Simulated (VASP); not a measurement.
# C2SH2 in VASP: notebook

One molecule, C2SH2, is run at these levels: PBE, B3LYP, revPBE+D4; tasks: electron localisation function, single point, relaxation of the atoms.

Program: VASP 6.6.1. These are calculated values, not measurements. Logs are shortened: lines on timing, memory, paths and dates and some standing lists are left out, and cuts for length are marked.

### 1 The molecule as given

The cell holds a molecule in a box, 5 atoms: a = 14.000 Å, b = 11.000 Å, c = 10.000 Å, α = 90.00°, β = 90.00°, γ = 90.00°.

### 2 Electron localisation function, PBE

INCAR

```
  PREC = Accurate
  ENCUT = 520
  EDIFF = 1E-6
  ISMEAR = 0
  SIGMA = 0.01
  LREAL = False
  LASPH = True
  NELM = 80
  ALGO = Normal
  ISIF = 2
  LWAVE = False
  LCHARG = True
  GGA = PE
  LELF = True
```

KPOINTS

```
Automatic mesh
0
Gamma
  1 1 1
```

POSCAR

```
H2C2S
1.0
   14.0000000000      0.0000000000      0.0000000000
    0.0000000000     11.0000000000      0.0000000000
    0.0000000000      0.0000000000     10.0000000000
C S H
2 1 2
Direct
    0.4309035700      0.4394681800      0.5059700000
    0.5164392900      0.4502227300      0.5083900000
    0.6363107100      0.4525954500      0.5141200000
    0.3551892900      0.4311590900      0.5036000000
    0.6466678600      0.5726590900      0.4926800000
```

Potentials or basis: VASP PAW PBE potentials, release 64 (C, S, H).

Command:

```bash
$ cat potpaw_PBE.64/C/POTCAR potpaw_PBE.64/S/POTCAR potpaw_PBE.64/H/POTCAR > POTCAR
$ mpirun -np 1 vasp_gam > vasp.out
```

OUTCAR:

```text
PREC = Accurate
   ENCUT = 520
   EDIFF = 1E-6
   ISMEAR = 0
   LREAL = False
   LASPH = True
   NELM = 80
   ISIF = 2
   GGA = PE

 ion  position               nearest neighbor table
   1  0.431  0.439  0.506-   4 1.06   2 1.20
   2  0.516  0.450  0.508-   1 1.20   3 1.68
   3  0.636  0.453  0.514-   5 1.35   2 1.68
   4  0.355  0.431  0.504-   1 1.06
   5  0.647  0.573  0.493-   3 1.35

  LATTYP: Found a simple orthorhombic cell.
 ALAT       =    10.0000000000
 B/A-ratio  =     1.1000000000
 C/A-ratio  =     1.4000000000

  Lattice vectors:

 A1 = (   0.0000000000,   0.0000000000, -10.0000000000)
 A2 = (   0.0000000000,  11.0000000000,   0.0000000000)
 A3 = (  14.0000000000,   0.0000000000,   0.0000000000)

Analysis of symmetry for initial positions (statically):
=====================================================================
 Subroutine PRICEL returns:
 Original cell was already a primitive cell.

 Routine SETGRP: Setting up the symmetry group for a
 simple orthorhombic supercell.

 Subroutine GETGRP returns: Found  1 space group operations
 (whereof  1 operations were pure point group operations)
 out of a pool of  8 trial point group operations.

The static configuration has the point symmetry C_1 .

Analysis of symmetry for dynamics (positions and initial velocities):
=====================================================================
 Subroutine PRICEL returns:
 Original cell was already a primitive cell.

 Routine SETGRP: Setting up the symmetry group for a
 simple orthorhombic supercell.

 Subroutine GETGRP returns: Found  1 space group operations
 (whereof  1 operations were pure point group operations)
 out of a pool of  8 trial point group operations.

The dynamic configuration has the point symmetry C_1 .

 Subroutine INISYM returns: Found  1 space group operations
 (whereof  1 operations are pure point group operations),
 and found     1 'primitive' translations

----------------------------------------------------------------------------------------

                                     Primitive cell

  volume of cell :    1540.0000

  direct lattice vectors                    reciprocal lattice vectors
    14.000000000  0.000000000  0.000000000     0.071428571  0.000000000  0.000000000
     0.000000000 11.000000000  0.000000000     0.000000000  0.090909091  0.000000000
     0.000000000  0.000000000 10.000000000     0.000000000  0.000000000  0.100000000

  length of vectors
    14.000000000 11.000000000 10.000000000     0.071428571  0.090909091  0.100000000

  position of ions in fractional coordinates (direct lattice)
     0.430903570  0.439468180  0.505970000
     0.516439290  0.450222730  0.508390000
     0.636310710  0.452595450  0.514120000
     0.355189290  0.431159090  0.503600000
     0.646667860  0.572659090  0.492680000

  ion indices of the primitive-cell ions
   primitive index   ion index
                 1           1
                 2           2
                 3           3
                 4           4
                 5           5

----------------------------------------------------------------------------------------

 KPOINTS: Automatic mesh

Automatic generation of k-mesh.
 Grid dimensions read from file:
 generate k-points for:    1    1    1

 Generating k-lattice:

  Cartesian coordinates                     Fractional coordinates (reciprocal lattice)
     0.071428571  0.000000000  0.000000000     1.000000000  0.000000000  0.000000000
     0.000000000  0.090909091  0.000000000     0.000000000  1.000000000  0.000000000
     0.000000000  0.000000000  0.100000000     0.000000000  0.000000000  1.000000000

  Length of vectors
     0.071428571  0.090909091  0.100000000

  Shift w.r.t. Gamma in fractional coordinates (k-lattice)
     0.000000000  0.000000000  0.000000000

 Subroutine IBZKPT returns following result:
 ===========================================

 Found      1 irreducible k-points:

 Following reciprocal coordinates:
            Coordinates               Weight
  0.000000  0.000000  0.000000      1.000000
   k-points           NKPTS =      1   k-points in BZ     NKDIM =      1   number of bands    NBANDS=     12
   number of dos      NEDOS =    301   number of ions     NIONS =      5
   total plane-waves  NPLWV = 725760
   dimension x,y,z NGX =   108 NGY =   84 NGZ =   80
   dimension x,y,z NGXF=   216 NGYF=  168 NGZF=  160
   ions per type =               2   1   2
   NGX,Y,Z   is equivalent  to a cutoff of  12.82, 12.70, 13.30 a.u.
   NGXF,Y,Z  is equivalent  to a cutoff of  25.65, 25.39, 26.60 a.u.
 SYSTEM =  unknown system
   PREC   = accura    normal or accurate (medium, high low for compatibility)
   ISTART =      0    job   : 0-new  1-cont  2-samecut
   ICHARG =      2    charge: 1-file 2-atom 10-const
   ISPIN  =      1    spin polarized calculation?
   LNONCOLLINEAR =      F non collinear calculations
   LSORBIT =      F    spin-orbit coupling
   LASPH  =      T    aspherical Exc in radial PAW
   ENCUT  =  520.0 eV  38.22 Ry    6.18 a.u.  26.03 20.45 18.59*2*pi/ulx,y,z
   NELM   =     80;   NELMIN=  2; NELMDL= -5     # of ELM steps
   EDIFF  = 0.1E-05   stopping-criterion for ELM
   LREAL  =      F    real-space projection
   EDIFFG = 0.1E-04   stopping-criterion for IOM
   NSW    =      0    number of steps for IOM
   IBRION =     -1    ionic relax: 0-MD 1-quasi-New 2-CG
   NFREE  =      0    steps in history (QN), initial steepest desc. (CG)
   ISIF   =      2    stress and relaxation
   ISYM   =      2    0-nonsym 1-usesym 2-fastsym
   POTIM  = 0.5000    time-step for ionic-motion
   TEBEG  =    0.0;   TEEND  =   0.0 temperature during run
   PSTRESS=    0.0 pullay stress
   NELECT =      16.0000    total number of electrons
   NUPDOWN=      -1.0000    fix difference up-down
   EMIN   =  10.00;   EMAX   =-10.00  energy-range for DOS
   EFERMI =   0.00;   METHOD = LEGACY
   ISMEAR =     0;   SIGMA  =   0.01  broadening in eV -4-tet -1-fermi 0-gaus
   EFERMI_NEDOS =   21; number of points for ismear=-14 and -15
   IALGO  =     38    algorithm
   IMIX   =      4    mixing-type and parameters
     AMIX     =   0.40;   BMIX     =  1.00
     AMIX_MAG =   1.60;   BMIX_MAG =  1.00
  volume/ion in A,a.u.               =     308.00      2078.49
  Fermi-wavevector in a.u.,A,eV,Ry     =   0.357225  0.675056  1.736231  0.127609
  Thomas-Fermi vector in A             =   1.274455
   LORBIT       =      0    0 simple, 1 ext, 2 COOP (PROOUT), +10 PAW based schemes
   GGA     = PE    functional components
   LHFCALC =     F    Hartree Fock is set to
   AEXX    =    0.0000 exact exchange contribution
   IVDW    =     0    specifies the selected vdW correction
   LEPSILON=     F    determine dielectric tensor
   LRPA    =     F    only Hartree local field effects (RPA)
 non-spin polarized calculation
 Gauss-broadening in eV      SIGMA  =   0.01
  energy-cutoff  :      520.00
  volume of cell :     1540.00
 maximum number of plane-waves:     20715
 NGX is ok and might be reduce to   108
   NGX = 53   NGY = 41   NGZ = 37

 number of electron      16.0000001 magnetization

 Free energy of the ion-electron system (eV)
  ---------------------------------------------------
  ext. energy  EPLUGINS =         0.00000000
  ---------------------------------------------------
  free energy    TOTEN  =       -26.87922135 eV

  energy without entropy =      -26.87922135  energy(sigma->0) =      -26.87922135

 E-fermi :  -5.5789     XC(G=0):  -0.7653

 val. band max:       -5.6258197939   @ k =   0.0000   0.0000   0.0000
 cond. band min:      -1.1728065581   @ k =   0.0000   0.0000   0.0000
 fundamental gap:      4.4530132357
 Fermi energy:        -5.5789460032

 k-point     1 :       0.0000    0.0000    0.0000
  band No.  band energies     occupation
      1     -20.1319      2.00000
      2     -17.7555      2.00000
      3     -13.1859      2.00000
      4     -11.7861      2.00000
      5      -9.7583      2.00000
      6      -8.2333      2.00000
      7      -6.8651      2.00000
      8      -5.6258      2.00000
      9      -1.1728      0.00000
     10      -0.4969      0.00000
     11       0.0141      0.00000
     12       0.0548      0.00000

------------------------ aborting loop because EDIFF is reached ----------------------------------------

  FORCE on cell =-STRESS in cart. coord.  units (eV):
  Direction    XX          YY          ZZ          XY          YZ          ZX
  --------------------------------------------------------------------------------------
  -------------------------------------------------------------------------------------
  Total        1.6234562      0.2379955     -0.0316167      0.2055372     -0.0405574      0.0272588
  in kB        1.6890031      0.2476046     -0.0328933      0.2138357     -0.0421949      0.0283594
  external PRESSURE =       0.6345715 kB  Pullay stress =       0.0000000 kB

 VOLUME and BASIS-vectors are now :
 -----------------------------------------------------------------------------
  energy-cutoff  :      520.00
  volume of cell :     1540.00
      direct lattice vectors                 reciprocal lattice vectors
    14.000000000  0.000000000  0.000000000     0.071428571  0.000000000  0.000000000
     0.000000000 11.000000000  0.000000000     0.000000000  0.090909091  0.000000000
     0.000000000  0.000000000 10.000000000     0.000000000  0.000000000  0.100000000

 POSITION                                       TOTAL-FORCE (eV/Angst)
 -----------------------------------------------------------------------------------
      6.03265      4.83415      5.05970        -0.983456     -0.106867     -0.018289
      7.23015      4.95245      5.08390         1.132913      0.121395      0.021483
      8.90835      4.97855      5.14120         0.004535     -0.197257      0.033396
      4.97265      4.74275      5.03600        -0.189194     -0.018686     -0.003972
      9.05335      6.29925      4.92680         0.035202      0.201415     -0.032619
 -----------------------------------------------------------------------------------
    total drift:                                0.000175     -0.000153      0.000095

  FREE ENERGIE OF THE ION-ELECTRON SYSTEM (eV)
  ---------------------------------------------------
  free  energy   TOTEN  =       -26.8792213459 eV

  energy  without entropy=      -26.8792213459  energy(sigma->0) =      -26.87922135
```

Wall time 2.2 min (1 thread of Intel Xeon 6975P-C (Granite Rapids), shared host); peak memory 1.2 GiB.

Results:

```yaml
Free_energy: -26.8792 eV
Largest_force: 1.140 eV/Å
Gap_between_the_frontier_levels: 4.45 eV
```

Forces on the atoms (eV/Å):
```
C   -0.983 -0.107 -0.018
C    1.133  0.121  0.021
S    0.005 -0.197  0.033
H   -0.189 -0.019 -0.004
H    0.035  0.201 -0.033
```

Caveat: the standard files for N, O and F lose accuracy on very short bonds.

### 3 Single point, B3LYP

POSCAR is that of step 2.

INCAR.step1

```
ALGO = Normal ; EDIFF = 1E-5
ENCUT = 520 ; GGA = PE
ISIF = 2 ; ISMEAR = 0
LASPH = True ; LCHARG = False
LREAL = False ; LWAVE = True
NELM = 80 ; PREC = Accurate
SIGMA = 0.01
```

INCAR.step2

```
AEXX = 0.2 ; AGGAC = 0.81
AGGAX = 0.72 ; ALDAC = 0.19
ALGO = Normal ; EDIFF = 1E-6
ENCUT = 520 ; GGA = B3
HFRCUT = -1 ; ISIF = 2
ISMEAR = 0 ; ISTART = 1
LASPH = True ; LCHARG = False
LHFCALC = True ; LREAL = False
LWAVE = False ; NELM = 80
PREC = Accurate ; PRECFOCK = Fast
SIGMA = 0.01
```

KPOINTS

```
k-points
0
Gamma
  1 1 1
```

Potentials or basis: VASP PAW PBE potentials, release 64 (C, S, H).

Command:

```bash
$ cat potpaw_PBE.64/C/POTCAR potpaw_PBE.64/S/POTCAR potpaw_PBE.64/H/POTCAR > POTCAR
$ cp INCAR.step1 INCAR
$ mpirun -np 1 vasp_gam > vasp.out
$ cp INCAR.step2 INCAR
$ mpirun -np 1 vasp_gam > vasp.out
```

Run time: 7.4 min. Hardware: 1 thread of Intel Xeon 6975P-C (Granite Rapids), shared host; peak memory 1.2 GiB.

Results (log left out):

* Free energy: -31.5322 eV
* Largest force: 0.216 eV/Å
* Gap between the frontier levels: 5.97 eV

Forces in eV/Å, atoms in the order of the input:
```
C    0.029  0.007 -0.001
C   -0.210 -0.050  0.001
S    0.010  0.157 -0.026
H    0.138  0.006  0.000
H    0.032 -0.121  0.025
```

Levels at points of the mesh, in eV from the valence-band top:
```tsv
k point	band 5	band 6	band 7	band 8	band 9	band 10	band 11	band 12
(0.00, 0.00, 0.00)	-4.37	-2.82	-1.30	0.00	5.97	6.40	6.98	7.05
```

Caveat: the standard files for N, O and F lose accuracy on very short bonds; the PAW data sets were made with another functional, which shifts forces and pressure a little.

### 4 Relaxation of the atoms, PBE

INCAR

```
SYSTEM = H2C2S
ALGO = Normal
EDIFF = 1E-6
EDIFFG = -0.01
ENCUT = 520
GGA = PE
IBRION = 2
ISIF = 2
ISMEAR = 0
LASPH = .True.
LCHARG = .False.
LREAL = .False.
LWAVE = .False.
NELM = 80
NSW = 60
PREC = Accurate
SIGMA = 0.01
```

KPOINTS

```
k-points
0
Gamma
  1 1 1
  0 0 0
```

POSCAR is that of step 3.

Command:

```bash
$ cat potpaw_PBE.64/C/POTCAR potpaw_PBE.64/S/POTCAR potpaw_PBE.64/H/POTCAR > POTCAR
$ mpirun -np 1 vasp_gam > vasp.out
```

Run time: 16 min. Hardware: 1 thread of Intel Xeon 6975P-C (Granite Rapids), shared host; peak memory 1.4 GiB.

It converged, with:

* Free energy: -26.8876 eV
* Energy gained by relaxing: 1.7 meV/atom
* Ionic steps: 35
* Largest force after relaxing: 0.007 eV/Å
* Gap between the frontier levels: 4.38 eV

Forces on the atoms (eV/Å):
```
C    0.004  0.000  0.000
C   -0.003  0.002  0.000
S   -0.007  0.001  0.000
H    0.005 -0.001  0.000
H    0.001 -0.001  0.000
```

The path:
| step | energy change (eV) | largest force (eV/Å) | pressure (GPa) |
| --- | --- | --- | --- |
| 1 | 0.0000 | 1.1396 | 0.06 |
| 2 | 0.4062 | 8.6309 | -0.16 |
| 3 | -0.0055 | 0.3472 | 0.03 |
| 4 | -0.0056 | 0.3119 | -0.01 |
| 5 | -0.0076 | 0.1318 | 0.01 |
| 6 | -0.0079 | 0.1696 | 0.00 |
| 7 | -0.0080 | 0.0924 | 0.00 |
| 8 | -0.0070 | 0.5372 | -0.02 |
| 9 | -0.0081 | 0.0400 | 0.00 |
| 10 | -0.0082 | 0.0374 | 0.00 |
| 11 | -0.0082 | 0.0411 | 0.00 |
| 12 | -0.0082 | 0.0263 | 0.00 |
| 13 | -0.0083 | 0.0194 | -0.01 |
| 14 | -0.0083 | 0.0520 | 0.00 |
| 15 | -0.0083 | 0.0327 | 0.00 |
| 16 | -0.0083 | 0.0255 | 0.00 |
| 17 | -0.0083 | 0.0170 | -0.01 |
| 18 | -0.0083 | 0.0226 | -0.01 |
| 19 | -0.0083 | 0.0217 | -0.01 |
| 20 | -0.0083 | 0.0184 | 0.00 |
| 21 | -0.0083 | 0.0378 | 0.00 |
| 22 | -0.0084 | 0.0179 | 0.00 |
| 23 | -0.0084 | 0.0186 | 0.00 |
| 24 | -0.0084 | 0.0146 | 0.00 |
| 25 | -0.0084 | 0.0123 | 0.00 |
| 26 | -0.0084 | 0.0125 | 0.00 |
| 27 | -0.0084 | 0.0151 | -0.01 |
| 28 | -0.0084 | 0.0292 | -0.01 |
| 29 | -0.0084 | 0.0253 | -0.01 |
| 30 | -0.0084 | 0.0179 | -0.01 |
| 31 | -0.0084 | 0.0200 | -0.01 |
| 32 | -0.0084 | 0.0181 | -0.01 |
| 33 | -0.0084 | 0.0170 | -0.01 |
| 34 | -0.0084 | 0.0134 | -0.01 |
| 35 | -0.0084 | 0.0070 | -0.01 |

Final structure:
```
C S H
1.0
    14.00000    0.00000    0.00000
     0.00000   11.00000    0.00000
     0.00000    0.00000   10.00000
C S H
2 1 2
Direct
  0.43033 0.43918 0.50599
  0.51666 0.45066 0.50833
  0.63654 0.45247 0.51420
  0.35425 0.43058 0.50364
  0.64772 0.57320 0.49259
```

Levels at points of the mesh, in eV from the valence-band top:
| k point | band 5 | band 6 | band 7 | band 8 | band 9 | band 10 | band 11 | band 12 |
| --- | --- | --- | --- | --- | --- | --- | --- | --- |
| (0.00, 0.00, 0.00) | -4.15 | -2.60 | -1.21 | 0.00 | 4.38 | 5.09 | 5.60 | 5.60 |

Caveat: the standard files for N, O and F lose accuracy on very short bonds.

### 5 Relaxation of the atoms, revPBE+D4

INCAR

```
SYSTEM = H2C2S
  PREC = Accurate
  ENCUT = 900
  EDIFF = 1E-6
  ISMEAR = 0
  SIGMA = 0.01
  LREAL = .False.
  LASPH = .True.
  NELM = 100
  ALGO = Normal
  ISIF = 2
  LWAVE = .False.
  LCHARG = .False.
  GGA = RE
  IVDW = 13
  IBRION = 2
  NSW = 60
  EDIFFG = -0.02
```

KPOINTS

```
Automatic mesh
0
Gamma
  1 1 1
  0 0 0
```

POSCAR

```
H2C2S
1.0
   14.0000000000      0.0000000000      0.0000000000
    0.0000000000     11.0000000000      0.0000000000
    0.0000000000      0.0000000000     10.0000000000
C S H
2 1 2
Cartesian
    6.0326499800      4.8341499800      5.0597000000
    7.2301500600      4.9524500300      5.0839000000
    8.9083499400      4.9785499500      5.1412000000
    4.9726500600      4.7427499900      5.0360000000
    9.0533500400      6.2992499900      4.9268000000
```

Potentials or basis: VASP PAW PBE potentials, release 64 (C_h, S_h, H_h).

Command:

```bash
$ cat potpaw_PBE.64/C_h/POTCAR potpaw_PBE.64/S_h/POTCAR potpaw_PBE.64/H_h/POTCAR > POTCAR
$ mpirun -np 1 vasp_gam > vasp.out
```

Run time: 29 min. Hardware: 1 thread of Intel Xeon 6975P-C (Granite Rapids), shared host; peak memory 2.1 GiB.

The run converged. Its results:

- Free energy: -26.7052 eV
- Energy gained by relaxing: 2.2 meV/atom
- Ionic steps: 18
- Largest force after relaxing: 0.016 eV/Å
- Gap between the frontier levels: 4.36 eV
- Dispersion energy per atom: -0.052 eV

Forces on the atoms (eV/Å):
```
C   -0.012  0.003 -0.001
C    0.010  0.013 -0.002
S    0.011 -0.010  0.003
H   -0.013 -0.010  0.001
H    0.003  0.005 -0.001
```

Step by step:
| step | energy change (eV) | largest force (eV/Å) | pressure (GPa) |
| --- | --- | --- | --- |
| 1 | 0.0000 | 1.1029 | 0.08 |
| 2 | 0.4111 | 8.9257 | -0.17 |
| 3 | -0.0062 | 0.3859 | 0.05 |
| 4 | -0.0085 | 0.2777 | -0.02 |
| 5 | -0.0102 | 0.1473 | 0.00 |
| 6 | -0.0104 | 0.2166 | 0.00 |
| 7 | -0.0106 | 0.0986 | 0.00 |
| 8 | -0.0095 | 0.5728 | -0.02 |
| 9 | -0.0107 | 0.0538 | 0.00 |
| 10 | -0.0109 | 0.0497 | 0.00 |
| 11 | -0.0109 | 0.0498 | -0.01 |
| 12 | -0.0110 | 0.0297 | -0.01 |
| 13 | -0.0110 | 0.0283 | -0.01 |
| 14 | -0.0110 | 0.0983 | 0.00 |
| 15 | -0.0111 | 0.0240 | -0.01 |
| 16 | -0.0111 | 0.0214 | -0.01 |
| 17 | -0.0111 | 0.0253 | 0.00 |
| 18 | -0.0111 | 0.0164 | 0.00 |

Final structure:
```cif
data_structure
_symmetry_space_group_name_H-M 'P 1'
_symmetry_Int_Tables_number 1
_cell_length_a 14.0000
_cell_length_b 11.0000
_cell_length_c 10.0000
_cell_angle_alpha 90.000
_cell_angle_beta 90.000
_cell_angle_gamma 90.000
_cell_volume 1540.00
loop_
_atom_site_label
_atom_site_type_symbol
_atom_site_fract_x
_atom_site_fract_y
_atom_site_fract_z
_atom_site_occupancy
C1 C 0.43021 0.43895 0.50603 1
C2 C 0.51661 0.45028 0.50840 1
S1 S 0.63693 0.45247 0.51421 1
H1 H 0.35411 0.43097 0.50357 1
H2 H 0.64766 0.57343 0.49256 1
```

Levels at points of the mesh, in eV from the valence-band top:
```tsv
k point	band 4	band 5	band 6	band 7	band 8	band 9	band 10	band 11	band 12
(0.00, 0.00, 0.00)	-6.15	-4.14	-2.57	-1.21	0.00	4.36	5.01	5.55	5.59
```

Caveat: the cutoff is under 1.25 times the usual one of these potentials, so pressure, stress and relaxed cells hold a basis-set (Pulay) error; the PAW data sets were made with another functional, which shifts forces and pressure a little. As with any semilocal functional, this revPBE gap is likely too small.

### 6 For comparison

An earlier run on the cell as given: functional PBE; potentials or basis VASP PAW PBE potentials, release 64 (C, S, H); cutoff 520 eV; k mesh 1 × 1 × 1; occupations gaussian, width 0.01 eV; no spin polarisation.

* Largest force: 1.140 eV/Å
* Gap between the frontier levels: 4.45 eV

### 7 The runs side by side

```csv
task,level,potentials or basis,cell,cutoff (eV),grid for exact exchange (PRECFOCK),exchange at q = 0,gap on the mesh (eV),largest force (eV/Å)
electron localisation function,PBE,"VASP PAW PBE potentials, release 64 (C, S, H)",as given,520,-,-,4.45,1.14
single point,B3LYP,"VASP PAW PBE potentials, release 64 (C, S, H)",as given,520,Fast,truncated,5.97,0.22
relaxation of the atoms,PBE,"VASP PAW PBE potentials, release 64 (C, S, H)",atoms relaxed,520,-,-,4.38,0.01
relaxation of the atoms,revPBE+D4,"VASP PAW PBE potentials, release 64 (C_h, S_h, H_h)",atoms relaxed,900,-,-,4.36,0.02
single point,PBE,"VASP PAW PBE potentials, release 64 (C, S, H)",as given,520,-,-,4.45,1.14
```

Alike in all rows: no spin polarisation; k mesh 1 × 1 × 1; smearing gaussian 0.01 eV.

Caveats: the standard files for N, O and F lose accuracy on very short bonds (some runs); the PAW data sets were made with another functional, which shifts forces and pressure a little (some runs); the cutoff is under 1.25 times the usual one of these potentials, so pressure, stress and relaxed cells hold a basis-set (Pulay) error (some runs).

Total energies depend on the potentials used, so only differences within one code and one set of settings carry meaning.
